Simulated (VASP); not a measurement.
Input of a VASP 6.6.1 run:

Contents of INCAR:

```
  ALGO = Normal
  EDIFF = 1E-6
  ENCUT = 520
  ISIF = 2
  ISMEAR = 0
  KPAR = 4
  LASPH = True
  LCHARG = False
  LMIXTAU = True
  LREAL = False
  LWAVE = False
  METAGGA = R2SCAN
  NBANDS = 26
  NELM = 150
  PREC = Accurate
  SIGMA = 0.1
```

KPOINTS

```
k-points
0
Gamma
  12 12 12
```

Contents of POSCAR:

```
NbAl2N3
1.0
   -1.4456500000      2.1253000000      4.5974200000
    1.4456500000     -2.1253000000      4.5974200000
    1.4456500000      2.1253000000     -4.5974200000
Al Nb N
2 1 3
Direct
    0.1694340000      0.6694340000      0.5000000000
    0.8305660000      0.3305660000      0.5000000000
    0.5000000000      0.0000000000      0.5000000000
    0.3145710000      0.3145710000      0.0000000000
    0.6854290000      0.6854290000      0.0000000000
    0.0000000000      0.0000000000      0.0000000000
```

Potentials or basis: VASP PAW PBE potentials, release 64 (Al, Nb_sv, N).

Run with:

```bash
$ cat potpaw_PBE.64/Al/POTCAR potpaw_PBE.64/Nb_sv/POTCAR potpaw_PBE.64/N/POTCAR > POTCAR
$ mpirun -np 4 vasp_std > vasp.out
```

**Question.** Predict the pressure.

**Answer.** -4.6 GPa.

**Question.** What does it give for the band gap on the k mesh?

**Answer.** None (metal or under the smearing width).

**Question.** What does it give for the largest force?

**Answer.** 0.189 eV/Å.

Forces on the atoms (eV/Å):
```
Al   0.000  0.000  0.114
Al   0.000  0.000 -0.114
Nb   0.000  0.000  0.000
N    0.000  0.000 -0.189
N    0.000  0.000  0.189
N    0.000  0.000  0.000
```

Caveat: the PAW data sets were made with another functional, which shifts forces and pressure a little.
